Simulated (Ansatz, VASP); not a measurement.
## HfB2 in two plane-wave programs

Aim: how closely do two programs agree when they are given the same cell, functional and k mesh? The cell is taken from a series of runs on this material, whose earlier steps may have relaxed, scaled, displaced or heated it; both programs get it as it stands.

Main program and level: Ansatz 0.2.0; plane waves, with VASP 6.6.1 beside it; zone-centre phonons at PBEsol.

## Step 1: Set-up

The structure is hexagonal, space group P6/mmm (No. 191). Conventional cell: a = 3.116 Å, b = 3.116 Å, c = 3.516 Å, α = 90.00°, β = 90.00°, γ = 120.00°. Nearest to B lie 3 B at 1.80 Å and 6 Hf at 2.52 Å. Hf has 12 B at 2.52 Å nearest. Farther neighbours are not listed.

Structure file:

```cif
data_structure
_symmetry_space_group_name_H-M 'P6/mmm'
_symmetry_Int_Tables_number 191
_cell_length_a 3.1160
_cell_length_b 3.1160
_cell_length_c 3.5161
_cell_angle_alpha 90.000
_cell_angle_beta 90.000
_cell_angle_gamma 120.000
_cell_volume 29.57
loop_
_atom_site_label
_atom_site_type_symbol
_atom_site_symmetry_multiplicity
_atom_site_Wyckoff_symbol
_atom_site_fract_x
_atom_site_fract_y
_atom_site_fract_z
_atom_site_occupancy
B1 B 2 d 0.33333 0.66667 0.50000 1
Hf1 Hf 1 a 0.00000 0.00000 0.00000 1
```

## Step 2: VASP: zone-centre phonons, PBEsol

Second derivatives magnify differences that forces hide, and they need a tight electronic threshold.

Lines of VASP's logs that name or quote its potential files are left out, and so is its time.

Contents of INCAR:

```
SYSTEM = HfB2
PREC = Accurate
ENCUT = 500
EDIFF = 1E-08
NELM = 120
ISMEAR = 1
SIGMA = 0.2
LREAL = .FALSE.
ALGO = Normal
GGA = PS
NBANDS = 14
LASPH = .TRUE.
LORBIT = 11
LWAVE = .FALSE.
LCHARG = .FALSE.
ISIF = 2
IBRION = 8
GGA_COMPAT = .FALSE.
KPAR = 2
```

Contents of POSCAR:

```
HfB2
1.0
    3.1160209622      0.0000000000      0.0000000000
   -1.5580104811      2.6985533120      0.0000000000
    0.0000000000      0.0000000000      3.5161430018
B Hf
2 1
Direct
    0.3333333334      0.6666666666      0.5000000000
    0.6666666666      0.3333333334      0.5000000000
    0.0000000000      0.0000000000      0.0000000000
```

Contents of KPOINTS:

```
Automatic mesh
0
Gamma
15 15 12
0 0 0
```

PAW data sets: B and Hf_pv (PBE family, release 64).

Started as:

```
$ mpirun -np 2 vasp_std
```

Numbers of over 12 decimals in the logs are rounded to 6 here.

What it wrote:

```text
[banner, memory and clock lines left out]
running    2 mpi-ranks, on    1 nodes
 distrk:  each k-point on    1 cores,    2 groups
 distr:  one band on    1 cores,    1 groups

 POSCAR found type information on POSCAR B Hf
 POSCAR found :  2 types and       3 ions
|                                                                             |
|               ----> ADVICE to this user running VASP <----                  |
|                                                                             |
|     You enforced a specific xc type in the INCAR file but a different       |
|     [... a line on the potential file left out ...]
|     I HOPE YOU KNOW WHAT YOU ARE DOING!                                     |
|                                                                             |

 LDA part: xc-table for (Slater+PW92), standard interpolation
 POSCAR, INCAR and KPOINTS ok, starting setup
 FFT: planning ... GRIDC
 FFT: planning ... GRID_SOFT
 FFT: planning ... GRID
 WAVECAR not read
 entering main loop
       N       E                     dE             d eps       ncg     rms          rms(c)
DAV:   1     0.254526628218E+02    0.25453E+02   -0.79642E+03  5292   0.105E+03
DAV:   2    -0.286339296917E+02   -0.54087E+02   -0.50636E+02  6818   0.222E+02
DAV:   3    -0.301288794550E+02   -0.14949E+01   -0.14807E+01  7190   0.276E+01
DAV:   4    -0.301361156846E+02   -0.72362E-02   -0.72348E-02  5988   0.228E+00
DAV:   5    -0.301361638908E+02   -0.48206E-04   -0.48206E-04  7158   0.162E-01    0.531E+01
DAV:   6    -0.279654413037E+02    0.21707E+01   -0.33168E+00  6390   0.126E+01    0.389E+01
DAV:   7    -0.279194786643E+02    0.45963E-01   -0.11032E+00  6720   0.741E+00    0.113E+01
DAV:   8    -0.278563043448E+02    0.63174E-01   -0.29382E-01  6336   0.399E+00    0.157E+00
DAV:   9    -0.278514555623E+02    0.48488E-02   -0.26181E-02  6168   0.127E+00    0.460E-01
DAV:  10    -0.278511116359E+02    0.34393E-03   -0.11855E-03  6546   0.291E-01    0.263E-01
DAV:  11    -0.278511208555E+02   -0.92196E-05   -0.82399E-05  6468   0.704E-02    0.107E-01
DAV:  12    -0.278511182022E+02    0.26532E-05   -0.43027E-06  6228   0.158E-02    0.979E-03
DAV:  13    -0.278511182664E+02   -0.64124E-07   -0.37271E-07  6648   0.486E-03    0.148E-03
DAV:  14    -0.278511182785E+02   -0.12119E-07   -0.38544E-08  6216   0.161E-03    0.700E-04
DAV:  15    -0.278511182941E+02   -0.15627E-07   -0.22771E-09  2928   0.419E-04    0.993E-04
DAV:  16    -0.278511182927E+02    0.13790E-08   -0.18418E-10  2796   0.126E-04
   1 F= -.27851118E+02 E0= -.27851323E+02  d E =0.613910E-03
 Linear response reoptimize wavefunctions to high precision
DAV:   1    -0.278511182900E+02    0.27674E-08   -0.17234E-10  2952   0.108E-04
DAV:   2    -0.278511182900E+02   -0.40473E-10   -0.18867E-11  2736   0.408E-05
 Linear response DOF=           4
 Linear response progress:
  Degree of freedom:   1/  4
       N       E                     dE             d eps       ncg     rms          rms(c)
RMM:   1    -0.445369335489E-01   -0.44537E-01    0.24226E-02 53297   0.112E+00
RMM:   2    -0.433049060690E-01    0.12320E-02   -0.12006E-03 37964   0.198E-01    0.256E-01
RMM:   3    -0.431931586680E-01    0.11175E-03   -0.50794E-04 33999   0.112E-01    0.136E-01
RMM:   4    -0.436826284637E-01   -0.48947E-03   -0.49175E-04 34093   0.105E-01    0.187E-02
RMM:   5    -0.436494041925E-01    0.33224E-04   -0.15435E-05 37712   0.219E-02    0.589E-03
RMM:   6    -0.436463364084E-01    0.30678E-05   -0.64040E-07 39982   0.436E-03    0.181E-03
RMM:   7    -0.436425731698E-01    0.37632E-05   -0.78557E-08 39828   0.158E-03    0.934E-04
RMM:   8    -0.436435809935E-01   -0.10078E-05   -0.28577E-09 41626   0.378E-04    0.328E-04
RMM:   9    -0.436437385203E-01   -0.15753E-06    0.18560E-09 42101   0.964E-05    0.146E-04
RMM:  10    -0.436437475469E-01   -0.90266E-08   -0.12577E-09 39182   0.435E-05    0.408E-05
 first order change of Fermi-energy   0.11121E-04
 force on displaced ion       1 direction 1 : -17.394  -0.001   0.000
 Linear response progress:
  Degree of freedom:   2/  4
       N       E                     dE             d eps       ncg     rms          rms(c)
RMM:   1    -0.449845967915E-01   -0.44985E-01    0.47071E-02 18339   0.128E+00
RMM:   2    -0.450575536917E-01   -0.72957E-04   -0.10974E-03 13579   0.197E-01    0.435E-01
RMM:   3    -0.449208389940E-01    0.13671E-03   -0.76297E-04 12317   0.138E-01    0.207E-01
RMM:   4    -0.453202598143E-01   -0.39942E-03   -0.37831E-04 13442   0.903E-02    0.306E-02
RMM:   5    -0.453516594563E-01   -0.31400E-04   -0.19752E-05 13571   0.281E-02    0.865E-03
RMM:   6    -0.453482811305E-01    0.33783E-05   -0.10611E-06 13824   0.664E-03    0.284E-03
RMM:   7    -0.453366173283E-01    0.11664E-04   -0.19235E-07 13043   0.238E-03    0.526E-04
RMM:   8    -0.453361411881E-01    0.47614E-06   -0.14536E-08 14555   0.570E-04    0.150E-04
RMM:   9    -0.453361222062E-01    0.18982E-07   -0.10442E-08 14768   0.108E-04    0.131E-04
RMM:  10    -0.453361989336E-01   -0.76727E-07   -0.29169E-09 15256   0.284E-05    0.474E-05
RMM:  11    -0.453361800768E-01    0.18857E-07   -0.75521E-10 13420   0.273E-05    0.191E-06
RMM:  12    -0.453361770320E-01    0.30448E-08   -0.65551E-11 14510   0.589E-06    0.284E-06
 first order change of Fermi-energy  -0.42254E-04
 force on displaced ion       1 direction 3 :  -0.000   0.000  -9.688
 Linear response progress:
  Degree of freedom:   3/  4
       N       E                     dE             d eps       ncg     rms          rms(c)
RMM:   1    -0.204446646506E+00   -0.20445E+00    0.46434E+00 13843   0.125E+01
RMM:   2    -0.203546804862E+00    0.89984E-03   -0.32201E-02 19219   0.124E+00    0.487E-01
RMM:   3    -0.202842339142E+00    0.70447E-03   -0.11104E-03 25316   0.169E-01    0.214E-01
RMM:   4    -0.202370060777E+00    0.47228E-03   -0.75822E-05 26664   0.535E-02    0.140E-01
RMM:   5    -0.201881571479E+00    0.48849E-03   -0.30447E-05 26589   0.391E-02    0.126E-02
RMM:   6    -0.201871579676E+00    0.99918E-05   -0.21639E-06 25963   0.107E-02    0.353E-03
RMM:   7    -0.201887925341E+00   -0.16346E-04    0.41441E-07 27929   0.261E-03    0.364E-03
RMM:   8    -0.201888618514E+00   -0.69317E-06   -0.42750E-07 27568   0.588E-04    0.489E-04
RMM:   9    -0.201888125177E+00    0.49334E-06   -0.27113E-07 27917   0.262E-04    0.382E-04
RMM:  10    -0.201888488041E+00   -0.36286E-06   -0.26551E-07 27330   0.837E-05    0.120E-05
RMM:  11    -0.201888476750E+00    0.11291E-07   -0.11389E-07 28621   0.304E-05    0.295E-05
RMM:  12    -0.201888483480E+00   -0.67299E-08   -0.42490E-08 26811   0.122E-05    0.198E-05
 first order change of Fermi-energy   0.49150E-04
 force on displaced ion       3 direction 1 : -13.577   0.000   0.000
 Linear response progress:
  Degree of freedom:   4/  4
       N       E                     dE             d eps       ncg     rms          rms(c)
RMM:   1    -0.230115491221E+00   -0.23012E+00    0.44402E+00  6015   0.127E+01
RMM:   2    -0.228911475395E+00    0.12040E-02   -0.38428E-02  8120   0.132E+00    0.814E-01
RMM:   3    -0.228453463144E+00    0.45801E-03   -0.21021E-03 10671   0.211E-01    0.412E-01
RMM:   4    -0.228063273445E+00    0.39019E-03   -0.21877E-04 10281   0.761E-02    0.160E-01
RMM:   5    -0.227831360837E+00    0.23191E-03   -0.25223E-05 10680   0.316E-02    0.242E-02
RMM:   6    -0.227772679824E+00    0.58681E-04   -0.31419E-06 10718   0.986E-03    0.414E-03
RMM:   7    -0.227786374740E+00   -0.13695E-04    0.11837E-05 11493   0.334E-03    0.478E-03
RMM:   8    -0.227780872559E+00    0.55022E-05    0.18096E-05 11517   0.983E-04    0.136E-03
RMM:   9    -0.227779512086E+00    0.13605E-05    0.91179E-06 11619   0.349E-04    0.146E-04
RMM:  10    -0.227779418870E+00    0.93216E-07    0.42901E-06 12388   0.127E-04    0.464E-05
RMM:  11    -0.227779364383E+00    0.54487E-07    0.21534E-06 12063   0.528E-05    0.419E-05
RMM:  12    -0.227779346462E+00    0.17922E-07    0.10877E-06 11580   0.267E-05    0.363E-06
RMM:  13    -0.227779351941E+00   -0.54789E-08    0.54579E-07 10686   0.140E-05    0.804E-06
RMM:  14    -0.227779333936E+00    0.18005E-07    0.29911E-07 10036   0.795E-06    0.143E-06
RMM:  15    -0.227779339237E+00   -0.53011E-08    0.15780E-07  7081   0.416E-06    0.189E-06
RMM:  16    -0.227779336293E+00    0.29442E-08    0.83347E-08  6484   0.257E-06    0.139E-06
 first order change of Fermi-energy  -0.17461E-03
 force on displaced ion       3 direction 3 :   0.000  -0.000 -14.735
 Linear response finished
```

From OUTCAR (step 2):

```text
ion  position               nearest neighbor table
   1  0.333  0.667  0.500-   2 1.80   2 1.80   2 1.80   3 2.52   3 2.52   3 2.52   3 2.52   3 2.52
                             3 2.52
   2  0.667  0.333  0.500-   1 1.80   1 1.80   1 1.80   3 2.52   3 2.52   3 2.52   3 2.52   3 2.52
                             3 2.52
   3  0.000  0.000  0.000-   2 2.52   2 2.52   1 2.52   1 2.52   2 2.52   2 2.52   1 2.52   1 2.52
                             1 2.52   2 2.52   1 2.52   2 2.52

  LATTYP: Found a hexagonal cell.
 ALAT       =     3.1160209622
 C/A-ratio  =     1.1284080064

 Subroutine GETGRP returns: Found 24 space group operations
 (whereof 24 operations were pure point group operations)

The static configuration has the point symmetry D_6h.

 Found    189 irreducible k-points:

   k-points           NKPTS =    189   k-points in BZ     NKDIM =    189   number of bands    NBANDS=     14

   dimension x,y,z NGX =    24 NGY =   24 NGZ =   28
   dimension x,y,z NGXF=    48 NGYF=   48 NGZF=   56

   ENCUT  =  500.0 eV  36.75 Ry    6.06 a.u.   5.68  5.68  6.41*2*pi/ulx,y,z

   NELECT =      16.0000    total number of electrons

 k-points in reciprocal lattice and weights: Automatic mesh
   0.00000000  0.00000000  0.00000000       0.000
   0.06666667 -0.00000000  0.00000000       0.002
   0.13333333  0.00000000  0.00000000       0.002
   0.20000000 -0.00000000  0.00000000       0.002
   0.26666667  0.00000000  0.00000000       0.002
   0.33333333  0.00000000  0.00000000       0.002
   0.40000000  0.00000000  0.00000000       0.002
   0.46666667 -0.00000000  0.00000000       0.002
   0.06666667  0.06666667  0.00000000       0.002
[...]
0.33333333  0.26666667  0.50000000       0.004
   0.33333333  0.33333333  0.50000000       0.001

 average (electrostatic) potential at core
       1 -25.0985       2 -25.0985       3 -34.1100

  Total       -0.0409135     -0.0409135     -1.4896804      0.0000000      0.0000000     -0.0000000
  in kB       -2.2170696     -2.2170696    -80.7245779      0.0000000      0.0000000     -0.0000000
  external PRESSURE =     -28.3862391 kB  Pullay stress =       0.0000000 kB

  energy-cutoff  :      500.00
  volume of cell :       29.57
      direct lattice vectors                 reciprocal lattice vectors
     3.116020962  0.000000000  0.000000000     0.320922103  0.185284463  0.000000000
    -1.558010481  2.698553312  0.000000000     0.000000000  0.370568925  0.000000000
     0.000000000  0.000000000  3.516143002     0.000000000  0.000000000  0.284402540

 POSITION                                       TOTAL-FORCE (eV/Angst)
 -----------------------------------------------------------------------------------
      0.00000      1.79904      1.75807         0.000000      0.000000      0.000000
      1.55801      0.89952      1.75807        -0.000000      0.000000      0.000000
      0.00000      0.00000      0.00000         0.000000      0.000000      0.000000
 -----------------------------------------------------------------------------------
    total drift:                                0.000000     -0.000000     -0.000000

 Eigenvectors and eigenvalues of the dynamical matrix
 ----------------------------------------------------

   1 f  =   25.155923 THz   158.059327 2PiTHz  839.111275 cm-1   104.036492 meV
             X         Y         Z           dx          dy          dz
      0.000000  1.799036  1.758072    -0.000000   -0.707107   -0.000000
      1.558010  0.899518  1.758072    -0.000000    0.707107   -0.000000
      0.000000  0.000000  0.000000     0.000000    0.000000    0.000000

   2 f  =   25.155923 THz   158.059327 2PiTHz  839.111275 cm-1   104.036492 meV
             X         Y         Z           dx          dy          dz
      0.000000  1.799036  1.758072     0.707107   -0.000000    0.000000
      1.558010  0.899518  1.758072    -0.707107    0.000000   -0.000000
      0.000000  0.000000  0.000000    -0.000000   -0.000000    0.000000

   3 f  =   16.472495 THz   103.499736 2PiTHz  549.463275 cm-1    68.124733 meV
             X         Y         Z           dx          dy          dz
      0.000000  1.799036  1.758072    -0.000000    0.000000    0.707107
      1.558010  0.899518  1.758072    -0.000000   -0.000000   -0.707107
      0.000000  0.000000  0.000000    -0.000000   -0.000000    0.000000

   4 f  =   13.669327 THz    85.886912 2PiTHz  455.959654 cm-1    56.531767 meV
             X         Y         Z           dx          dy          dz
      0.000000  1.799036  1.758072    -0.000000   -0.000000    0.667841
      1.558010  0.899518  1.758072    -0.000000   -0.000000    0.667841
      0.000000  0.000000  0.000000    -0.000000   -0.000000   -0.328598

   5 f  =   13.123026 THz    82.454404 2PiTHz  437.737029 cm-1    54.272450 meV
             X         Y         Z           dx          dy          dz
      0.000000  1.799036  1.758072     0.000000    0.667852    0.000000
      1.558010  0.899518  1.758072     0.000000    0.667852    0.000000
      0.000000  0.000000  0.000000    -0.000000   -0.328554    0.000000

   6 f  =   13.123026 THz    82.454404 2PiTHz  437.737029 cm-1    54.272450 meV
             X         Y         Z           dx          dy          dz
      0.000000  1.799036  1.758072     0.667852   -0.000000    0.000000
      1.558010  0.899518  1.758072     0.667852   -0.000000   -0.000000
      0.000000  0.000000  0.000000    -0.328554    0.000000    0.000000

   7 f/i=    0.001609 THz     0.010112 2PiTHz    0.053684 cm-1     0.006656 meV
             X         Y         Z           dx          dy          dz
      0.000000  1.799036  1.758072     0.000000   -0.000000    0.232354
      1.558010  0.899518  1.758072     0.000000   -0.000000    0.232354
      0.000000  0.000000  0.000000     0.000000   -0.000000    0.944470

   8 f/i=    0.002144 THz     0.013474 2PiTHz    0.071533 cm-1     0.008869 meV
             X         Y         Z           dx          dy          dz
      0.000000  1.799036  1.758072     0.000000   -0.232323   -0.000000
      1.558010  0.899518  1.758072     0.000000   -0.232323   -0.000000
      0.000000  0.000000  0.000000     0.000000   -0.944485   -0.000000

   9 f/i=    0.002144 THz     0.013474 2PiTHz    0.071533 cm-1     0.008869 meV
             X         Y         Z           dx          dy          dz
      0.000000  1.799036  1.758072    -0.232323   -0.000000    0.000000
      1.558010  0.899518  1.758072    -0.232323   -0.000000   -0.000000
      0.000000  0.000000  0.000000    -0.944485   -0.000000    0.000000

 ELASTIC MODULI CONTR FROM IONIC RELAXATION (kBar)
 Direction    XX          YY          ZZ          XY          YZ          ZX
 --------------------------------------------------------------------------------
 XX          -0.0008      0.0008     -0.0000     -0.0000     -0.0000      0.0000
 YY           0.0008     -0.0008      0.0000      0.0000      0.0000      0.0000
 ZZ          -0.0000      0.0000     -0.0000     -0.0000     -0.0000      0.0000
 XY          -0.0000      0.0000     -0.0000     -0.0008     -0.0000      0.0000
 YZ          -0.0000      0.0000     -0.0000     -0.0000     -0.0000      0.0000
 ZX           0.0000      0.0000      0.0000      0.0000      0.0000      0.0000
 --------------------------------------------------------------------------------
```

(Continued in part 2 of 2.)

[Lines on the potential files, build, host, timing and source positions are cut from VASP's logs without a mark.]

[Logs are printed without paths, hosts, clocks, repeated set-up lines and the standing remarks that a program may print on its own settings, such as how far it seeks lower states.]

[Hosts, paths, dates, database ids (printed as entryN), source tags and the programs' standing remarks are cut or masked in the printed files.]
